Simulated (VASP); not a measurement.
Consider the following.

```
CaF2
1.0
    0.00000     2.78823     2.78823
    2.78823     0.00000     2.78823
    2.78823     2.78823     0.00000
Ca F
1 2
Direct
  0.00000   0.00000   0.00000
  0.25000   0.25000   0.25000
  0.75000   0.75000   0.75000
```

Method: revTPSS meta-GGA, VASP's PBE PAW potentials (set 64) (plane waves; VASP). Settings: 520 eV cut-off, 7×7×7 Γ-centred mesh, Gaussian smearing of 0.050 eV, potentials Ca_sv F.

Problem. Give the stress tensor in GPa (positive for a compressed cell).

Solution. 
```
-4.17   0.00   0.00
 0.00  -4.17   0.00
 0.00   0.00  -4.17
```
The pressure is its mean diagonal, -4.17 GPa.

The compound is CaF2 in the fluorite structure. This cell is one point of a volume scan, at 1.06 of the reference volume.
